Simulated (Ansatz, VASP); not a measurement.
# Ge: VASP beside Ansatz

Aim: how closely do two programs agree when they are given the same cell, functional and k mesh? The cell is a member of a volume series, scaled by 1.04 from a relaxed one, so a pressure remains.

Method: plane waves, with VASP 6.6.1 beside it; zone-centre phonons at LDA, in Ansatz 0.2.0.

### Step 1. Starting point

It takes space group Fd-3m (No. 227, cubic). The conventional cell has a = 5.699 Å, b = 5.699 Å, c = 5.699 Å, α = 90.00°, β = 90.00°, γ = 90.00°. Nearest to Ge lie 4 Ge at 2.47 Å.

Coordinates:

```cif
data_structure
_symmetry_space_group_name_H-M 'Fd-3m:1'
_symmetry_Int_Tables_number 227
_cell_length_a 5.6987
_cell_length_b 5.6987
_cell_length_c 5.6987
_cell_angle_alpha 90.000
_cell_angle_beta 90.000
_cell_angle_gamma 90.000
_cell_volume 185.06
loop_
_atom_site_label
_atom_site_type_symbol
_atom_site_symmetry_multiplicity
_atom_site_Wyckoff_symbol
_atom_site_fract_x
_atom_site_fract_y
_atom_site_fract_z
_atom_site_occupancy
Ge1 Ge 8 a 0.50000 0.00000 0.50000 1
```

### Step 2. VASP: zone-centre phonons, LDA, volume scaled by 1.04

Second derivatives magnify differences that forces hide, and they need a tight electronic threshold.

Lines of VASP's logs that name or quote its potential files are left out, and so is its time.

Contents of INCAR:

```
SYSTEM = Ge
PREC = Accurate
ENCUT = 500
EDIFF = 1E-08
NELM = 100
ISMEAR = 0
SIGMA = 0.05
LREAL = .FALSE.
ALGO = Normal
GGA = CA
NBANDS = 20
LORBIT = 11
LWAVE = .FALSE.
LCHARG = .FALSE.
KPAR = 4
IBRION = 8
ISIF = 2
```

Contents of POSCAR:

```
Ge
1.0
    0.0000000000      2.8493421067      2.8493421067
    2.8493421067      0.0000000000      2.8493421067
    2.8493421067      2.8493421067      0.0000000000
Ge
2
Direct
    0.5000000000      0.5000000000      0.5000000000
    0.7500000000      0.7500000000      0.7500000000
```

Contents of KPOINTS:

```
Automatic mesh
0
Gamma
16 16 16
0 0 0
```

PAW data sets: Ge_d (LDA family, release 64).

Run with:

```sh
$ mpirun -np 4 vasp_std
```

Numbers of over 12 decimals in the logs are rounded to 6 here.

Output:

```text
[banner, memory and clock lines left out]
running    4 mpi-ranks, on    1 nodes
 distrk:  each k-point on    1 cores,    4 groups
 distr:  one band on    1 cores,    1 groups

 POSCAR found type information on POSCAR Ge
 POSCAR found :  1 types and       2 ions
 LDA part: xc-table for (Slater(with rela. corr.)+CA(PZ))
 , standard interpolation
 POSCAR, INCAR and KPOINTS ok, starting setup
 FFT: planning ... GRIDC
 FFT: planning ... GRID_SOFT
 FFT: planning ... GRID
 WAVECAR not read
 entering main loop
       N       E                     dE             d eps       ncg     rms          rms(c)
DAV:   1     0.181943801971E+03    0.18194E+03   -0.14807E+04  6184   0.366E+03
DAV:   2     0.148314966607E+02   -0.16711E+03   -0.16269E+03  5824   0.573E+02
DAV:   3    -0.974863527496E+01   -0.24580E+02   -0.24368E+02  6552   0.144E+02
DAV:   4    -0.105293180908E+02   -0.78068E+00   -0.78017E+00  6448   0.299E+01
DAV:   5    -0.105423311862E+02   -0.13013E-01   -0.13013E-01  6492   0.420E+00    0.318E+00
DAV:   6    -0.104328059454E+02    0.10953E+00   -0.35643E-02  6416   0.172E+00    0.182E+00
DAV:   7    -0.103771448192E+02    0.55661E-01   -0.71467E-02  6112   0.205E+00    0.137E-01
DAV:   8    -0.103777905952E+02   -0.64578E-03   -0.53435E-03  6540   0.876E-01    0.487E-02
DAV:   9    -0.103778395300E+02   -0.48935E-04   -0.83908E-05  6560   0.960E-02    0.125E-02
DAV:  10    -0.103778363313E+02    0.31987E-05   -0.89764E-06  7864   0.428E-02    0.396E-03
DAV:  11    -0.103778363212E+02    0.10104E-07   -0.86914E-07  6244   0.816E-03    0.174E-03
DAV:  12    -0.103778363235E+02   -0.22983E-08   -0.54645E-08  6424   0.266E-03
   1 F= -.10377836E+02 E0= -.10377795E+02  d E =-.822704E-04
 Linear response reoptimize wavefunctions to high precision
DAV:   1    -0.103778363233E+02    0.17280E-09   -0.36365E-09  5232   0.668E-04
DAV:   2    -0.103778363234E+02   -0.40018E-10   -0.45438E-10  3648   0.243E-04
 Linear response DOF=           1
 Linear response progress:
  Degree of freedom:   1/  1
       N       E                     dE             d eps       ncg     rms          rms(c)
RMM:   1    -0.188322032114E+00   -0.18832E+00    0.83504E+00 30463   0.444E+01
RMM:   2    -0.195737569245E+00   -0.74155E-02   -0.13095E-02 40377   0.107E+00    0.720E-02
RMM:   3    -0.195779141423E+00   -0.41572E-04   -0.92313E-04 42516   0.313E-01    0.413E-02
RMM:   4    -0.195715135086E+00    0.64006E-04   -0.70711E-05 45271   0.813E-02    0.463E-03
RMM:   5    -0.195719338045E+00   -0.42030E-05   -0.18556E-06 43942   0.193E-02    0.222E-03
RMM:   6    -0.195729526354E+00   -0.10188E-04   -0.52294E-07 44331   0.525E-03    0.316E-04
RMM:   7    -0.195728795582E+00    0.73077E-06   -0.33492E-08 45760   0.184E-03    0.203E-04
RMM:   8    -0.195728395691E+00    0.39989E-06   -0.86701E-08 46293   0.694E-04    0.418E-05
RMM:   9    -0.195728281775E+00    0.11392E-06   -0.15063E-08 46390   0.354E-04    0.165E-05
RMM:  10    -0.195728309244E+00   -0.27469E-07   -0.45903E-08 47008   0.211E-04    0.567E-06
RMM:  11    -0.195728421305E+00   -0.11206E-06   -0.56751E-08 48792   0.155E-04    0.277E-06
RMM:  12    -0.195728412136E+00    0.91698E-08   -0.35396E-08 55801   0.129E-04    0.178E-06
 first order change of Fermi-energy   0.67900E-04
 force on displaced ion       1 direction 1 : -10.158   0.000   0.000
 Linear response finished
```

Parts of OUTCAR (step 2):

```text
ion  position               nearest neighbor table
   1  0.500  0.500  0.500-   2 2.47   2 2.47   2 2.47   2 2.47
   2  0.750  0.750  0.750-   1 2.47   1 2.47   1 2.47   1 2.47

  LATTYP: Found a face centered cubic cell.
 ALAT       =     5.6986842134

 Subroutine GETGRP returns: Found 48 space group operations
 (whereof 24 operations were pure point group operations)

The static configuration has the point symmetry T_d .
 The point group associated with its full space group is O_h .

 Found    145 irreducible k-points:

   k-points           NKPTS =    145   k-points in BZ     NKDIM =    145   number of bands    NBANDS=     20

   dimension x,y,z NGX =    30 NGY =   30 NGZ =   30
   dimension x,y,z NGXF=    60 NGYF=   60 NGZF=   60

   ENCUT  =  500.0 eV  36.75 Ry    6.06 a.u.   7.35  7.35  7.35*2*pi/ulx,y,z

   NELECT =      28.0000    total number of electrons

 k-points in reciprocal lattice and weights: Automatic mesh
   0.00000000  0.00000000  0.00000000       0.000
   0.06250000  0.00000000  0.00000000       0.002
   0.12500000  0.00000000  0.00000000       0.002
   0.18750000  0.00000000  0.00000000       0.002
   0.25000000  0.00000000  0.00000000       0.002
   0.31250000  0.00000000  0.00000000       0.002
   0.37500000  0.00000000  0.00000000       0.002
   0.43750000  0.00000000  0.00000000       0.002
   0.50000000  0.00000000  0.00000000       0.001
[...]
-0.31250000  0.50000000  0.18750000       0.003
  -0.25000000  0.50000000  0.25000000       0.001

 average (electrostatic) potential at core
       1 -75.5969       2 -75.5969

  Total       -0.7581240     -0.7581240     -0.7581240      0.0000000      0.0000000      0.0000000
  in kB      -26.2534895    -26.2534895    -26.2534895      0.0000000      0.0000000      0.0000000
  external PRESSURE =     -26.2534895 kB  Pullay stress =       0.0000000 kB

  energy-cutoff  :      500.00
  volume of cell :       46.27
      direct lattice vectors                 reciprocal lattice vectors
     0.000000000  2.849342107  2.849342107    -0.175479104  0.175479104  0.175479104
     2.849342107  0.000000000  2.849342107     0.175479104 -0.175479104  0.175479104
     2.849342107  2.849342107  0.000000000     0.175479104  0.175479104 -0.175479104

 POSITION                                       TOTAL-FORCE (eV/Angst)
 -----------------------------------------------------------------------------------
      2.84934      2.84934      2.84934        -0.000000     -0.000000     -0.000000
      4.27401      4.27401      4.27401         0.000000      0.000000      0.000000
 -----------------------------------------------------------------------------------
    total drift:                                0.000000     -0.000000     -0.000000

 Eigenvectors and eigenvalues of the dynamical matrix
 ----------------------------------------------------

   1 f  =    8.269159 THz    51.956659 2PiTHz  275.829456 cm-1    34.198479 meV
             X         Y         Z           dx          dy          dz
      2.849342  2.849342  2.849342     0.000000   -0.707107    0.000000
      4.274013  4.274013  4.274013     0.000000    0.707107    0.000000

   2 f  =    8.269159 THz    51.956659 2PiTHz  275.829456 cm-1    34.198479 meV
             X         Y         Z           dx          dy          dz
      2.849342  2.849342  2.849342    -0.707107    0.000000    0.000000
      4.274013  4.274013  4.274013     0.707107    0.000000    0.000000

   3 f  =    8.269159 THz    51.956659 2PiTHz  275.829456 cm-1    34.198479 meV
             X         Y         Z           dx          dy          dz
      2.849342  2.849342  2.849342     0.000000    0.000000   -0.707107
      4.274013  4.274013  4.274013     0.000000    0.000000    0.707107

   4 f  =    0.000000 THz     0.000000 2PiTHz    0.000000 cm-1     0.000000 meV
             X         Y         Z           dx          dy          dz
      2.849342  2.849342  2.849342     0.707107    0.000000    0.000000
      4.274013  4.274013  4.274013     0.707107    0.000000    0.000000

   5 f  =    0.000000 THz     0.000000 2PiTHz    0.000000 cm-1     0.000000 meV
             X         Y         Z           dx          dy          dz
      2.849342  2.849342  2.849342     0.000000    0.707107    0.000000
      4.274013  4.274013  4.274013     0.000000    0.707107    0.000000

   6 f  =    0.000000 THz     0.000000 2PiTHz    0.000000 cm-1     0.000000 meV
             X         Y         Z           dx          dy          dz
      2.849342  2.849342  2.849342     0.000000    0.000000    0.707107
      4.274013  4.274013  4.274013     0.000000    0.000000    0.707107

 ELASTIC MODULI CONTR FROM IONIC RELAXATION (kBar)
 Direction    XX          YY          ZZ          XY          YZ          ZX
 --------------------------------------------------------------------------------
 XX          -0.0000      0.0000      0.0000      0.0000      0.0000      0.0000
 YY           0.0000     -0.0000      0.0000      0.0000      0.0000      0.0000
 ZZ           0.0000      0.0000     -0.0000      0.0000      0.0000      0.0000
 XY           0.0000      0.0000      0.0000   -168.6644      0.0000      0.0000
 YZ           0.0000      0.0000      0.0000      0.0000   -168.6644      0.0000
 ZX           0.0000      0.0000      0.0000      0.0000      0.0000   -168.6644
 --------------------------------------------------------------------------------
```

### Step 3. Ansatz: zone-centre phonons, LDA, volume scaled by 1.04

Ansatz runs on its default PAW (the set named soft_2) files.

The same cell, functional (in two slightly different forms), mesh and smearing now go to Ansatz, which takes its cutoff from its data sets.

Contents of input.yaml:

```yaml
crystal:
  lattice:
    - [0.0, 2.8493421067, 2.8493421067]
    - [2.8493421067, 0.0, 2.8493421067]
    - [2.8493421067, 2.8493421067, 0.0]
  atoms:
    - { symbol: Ge, position: [0.5, 0.5, 0.5] }
    - { symbol: Ge, position: [0.75, 0.75, 0.75] }
hamiltonian:
  xc: lda
  pseudopotentials: { kind: paw }
kpoints:
  mp_grid: { grid: [16, 16, 16] }
scf:
  occupations: { method: gaussian, width: 0.05 }
phonons:
  method: dfpt
  qpoints: [[0, 0, 0]]
```

Run with:

```sh
$ ansatz run input.yaml --threads 4 --pin off --max-ram 9216MiB --backend cpu --events-out ev --progress --plain --runs-dir out
```

Output:

```text
zone centre: on kpoints.mp_grid the ground state, and the responses unless they are solved on pairs of k-points, stand on 349 of the mesh's 4096 k-points, reduced under 8 symmetry operations, with k and −k counted as one. Each operation leaves every solved displacement unchanged or reverses it
Engine: ansatz 0.2.0, aarch64-unknown-linux-gnu
Pseudopotentials: kind: paw
Pseudopotential: Ge, paw, valence charge 14, recommended cutoff 420 eV (normal), Ge.paw.azcp
Functional definition: SPW92
  exchange = slater_x
  correlation = pw_c
Crystal: 2 atoms, lattice volume = 46.266 Å³
Basis set: ecut = 420 eV, 893 PW (Γ), exchange–correlation on 64×64×64 points (8 copies of the dense FFT grid, shifted against one another)
Bands: 18, of which v1, the nominal top of the filled ones, is band 14 counted from 1 (13 counted from 0)
Symmetry: 48 space group operations
k-points: 349 of 4096 (irreducible under 8 space group operations, time reversal used)
Non-local potential: Ge, projectors of the file, l = 0: 2, l = 1: 2, l = 2: 3, l = 3: 1
PAW form: soft (Blöchl's): semilocal exchange-correlation on the pseudo side does not see the compensation charge
PAW frozen core: Ge, regenerated for the run's functional, and the local potential with it (the file was generated under x = pbe(κ = 0.804, μ = 0.219515), c = pbe(β = 0.066725))
PAW one-centre angular grid: Ge, 590 points (default); XC on 64 Gauss nodes
Initial density: superposition of atomic densities (neutral atoms: chi_scale 0, normalization atom), corrected by the library's trained network
Initial wavefunctions: pseudopotential atomic-orbital guess
Functional: x = slater, c = lda
SCF iter   1: F=—  HF=-8431.426500 eV  |F-HF|=—  |Δ(HF+E_count)|=         —  Δρ=5.03e-3  dr2=4.91e-3  ethr=1.77e-3  ⟨swp⟩=6.0  Hψ=30171  notcnv=0
preconditioner: auto → none  [insulator: Δε(μ)=0.065 eV  Ē_g=23.367 eV  σ=0.050 eV  W_gap=0.54  n_scr=14 (ndim 8)  ℏωp=28.9 eV  f_vac=0.082  D(μ)=0.09/eV (n_scr^D=0)  ε∞_Penn≈2.5]
SCF iter   2: F=—  HF=-8431.424682 eV  |F-HF|=—  |Δ(HF+E_count)|=   1.82e-3  Δρ=2.58e-3  dr2=1.18e-3  ethr=1.75e-5  ⟨swp⟩=1.2  Hψ=9167  notcnv=0
SCF iter   3: F=—  HF=-8431.424604 eV  |F-HF|=—  |Δ(HF+E_count)|=   7.81e-5  Δρ=4.78e-4  dr2=4.96e-5  ethr=4.22e-6  ⟨swp⟩=2.0  Hψ=9772  notcnv=0
SCF iter   4: F=—  HF=-8431.424530 eV  |F-HF|=—  |Δ(HF+E_count)|=   7.43e-5  Δρ=1.06e-4  dr2=2.76e-6  ethr=1.77e-7  ⟨swp⟩=2.0  Hψ=11157  notcnv=0
SCF iter   5: F=—  HF=-8431.424526 eV  |F-HF|=—  |Δ(HF+E_count)|=   3.73e-6  Δρ=1.41e-5  dr2=5.25e-8  ethr=9.84e-9  ⟨swp⟩=2.0  Hψ=9832  notcnv=0
SCF iter   6: F=—  HF=-8431.424526 eV  |F-HF|=—  |Δ(HF+E_count)|=   2.81e-8  Δρ=3.72e-6  dr2=2.19e-9  ethr=1.87e-10  ⟨swp⟩=2.0  Hψ=11171  notcnv=0
SCF iter   7: F=—  HF=-8431.424526 eV  |F-HF|=—  |Δ(HF+E_count)|=   2.07e-9  Δρ=4.95e-7  dr2=4.89e-11  ethr=7.83e-12  ⟨swp⟩=2.0  Hψ=9774  notcnv=0
SCF iter   8: F=-8431.424526 eV  HF=-8431.424526 eV  |F-HF|=1.82e-12  |Δ(HF+E_count)|=  4.37e-11  Δρ=7.97e-8  dr2=9.98e-13  ethr=1.00e-12  ⟨swp⟩=5.0  Hψ=26919  notcnv=0
SCF 1 converged in 8 iterations: F = -8431.424526 eV  dr2 = 9.98e-13
  greatest PAW one-centre occupation: 0.998 electrons in one spin orbital (limit 2), on the Ge atom at site 1 (counted from 0), in its partial waves of l = 2
DFPT response loops at Γ: preconditioner auto → Kerker (q_TF=auto, 2.509 Å⁻¹) (partly filled bands, converged f_vac=0.065); β = 1.00, the filter's whole step (`scf.mixing.beta` (0.50) is not read by the response loops under this deck's `scf.mixing.preconditioner`; to damp them name `kerker` or `kerker_dos`, under which they read `scf.mixing.beta`, and type it under 1.00, their step now; both keys bind the ground state too); Broyden in place of MSR1
SCF converged after 8 iterations
Free energy (F): -8431.424526 eV
Harris-Foulkes:  -8431.424526 eV  (|F-HF|=1.82e-12)
Internal energy: -8431.424418 eV  (E = F + TS)
E sigma→0 (E₀):  -8431.424472 eV
Entropy (-TS):   -0.000108 eV (-0.054 meV/atom)
Fermi energy:    7.947734 eV
--- Per-component energies (eV) ---
  E_band       = -316.784132
  E_kinetic    = 223.422253
  E_local      = -4982.499319  (includes V_loc(G=0)·N_el)
  E_nonlocal   = 842.755918
  E_hartree    = 2181.537863
  E_xc         = -150.287237
  E_vxc        = -130.095614  (∫ρ·V_xc dr)
  E_paw        = -3882.305341  (= ΣΔE_a)
  E_vpaw       = -633.443574  (= ΣTr[D̂ρ^β])
  E_aug_tail   = 0.000553  (compensation charges beyond the density's cutoff)
  E_ewald      = -2667.865760
  E_core_change = 3.816652  (= ΣΔE_core)
  E_smearing   = -0.000108  (= −TS)
  E_closure    = -0.000000  (closes the sum)
  Σ components = -8431.424526   (vs F -8431.424526, Δ=0.00e0)
--- Band table (eV; the first three rows and the last of 349) ---
  k-point 0: bands = [... 10 lower, -4.6782, 7.5936, 7.9774, 7.9774, 7.9774, 10.4948, 10.4948, 10.4948]
  k-point 1: bands = [... 10 lower, -4.6315, 6.6772, 7.8820, 7.8820, 8.5842, 10.6217, 10.6217, 10.6756]
  k-point 2: bands = [... 10 lower, -4.4922, 5.5081, 7.6519, 7.6519, 8.7974, 10.9303, 10.9303, 11.3242]
  k-point 348: bands = [... 10 lower, -0.7937, -0.7937, 4.1626, 4.1626, 12.1278, 12.1278, 12.6098, 12.6098]
--- Phonons (Γ-DFPT): 1 representative perturbation + reference, on 349 of 4096 k-points (Σ response iterations 3) ---
  k mesh reduced under 8 symmetry operations, with k and −k counted as one. Each operation leaves every solved displacement unchanged or reverses it
  ASR residual: 3.461e-5 → 0.000e0 eV/Å²; symmetrization residual: 1.133e-12 eV/Å²
  ASR residual per site (eV/Å²): 3.46e-5 3.46e-5
  Γ frequencies (cm⁻¹): 0.00 0.00 0.00 273.91 273.91 273.91
  non-analytic LO–TO correction: not included (Born effective charges unavailable; polar crystals: no LO–TO splitting at Γ)
--- Phonons (arbitrary-q DFPT): 1 explicit q-point ---
  q = [0, 0, 0] (of the zone-centre solve; hermiticity 6.22e-14, symmetrization 1.13e-13): 0.00 0.00 0.00 273.91 273.91 273.91
  sum rule: each row above includes the acoustic sum rule's correction from the zone centre's row sums; it moved no ω² by more than (0.36 cm⁻¹)²
```

Elapsed: 26 s, on 4 threads of Arm Neoverse N1, shared host; peak memory 1.1 GiB.

### Step 4. Differences

Known differences besides the potentials themselves: the two LDA forms differ slightly; the cutoff is 420 eV in Ansatz and 500 eV in VASP; VASP's log shows a relativistic correction to its local exchange, Ansatz's none. Total energies have different zeros and are not compared.

The two programs side by side:

| quantity | Ansatz | VASP | difference |
| --- | --- | --- | --- |
| optical mode 1 to 3 (cm⁻¹) | 273.9 | 275.8 | -0.70 % |

Modes are paired by rising frequency and degeneracy, not by their patterns, so a pair may still set unlike modes beside each other.

### Step 5. Summary of results

```json
{"r.m.s. difference of the optical zone-centre modes, each program's sorted by frequency (zone-centre phonons, LDA, volume scaled by 1.04)": "1.9 cm⁻¹", "difference in optical mode 1 to 3 (zone-centre phonons, LDA, volume scaled by 1.04)": "-0.7 %"}
```

In words: The r.m.s. difference of the optical zone-centre modes, each program's sorted by frequency is 1.9 cm⁻¹ (zone-centre phonons, LDA, volume scaled by 1.04). Among the rows given in per cent, the largest difference of the zone-centre phonons, LDA, volume scaled by 1.04 pair is in optical mode 1 to 3, -0.7 %. 1 further run of this series is not shown here. How closely two codes agree says nothing of how well the functional describes the real material.

[Lines on the potential files, build, host, timing and source positions are cut from VASP's logs without a mark.]

[Logs are printed without paths, hosts, clocks, repeated set-up lines and the standing remarks that a program may print on its own settings, such as how far it seeks lower states.]

[Hosts, paths, dates, database ids (printed as entryN), source tags and the programs' standing remarks are cut or masked in the printed files.]
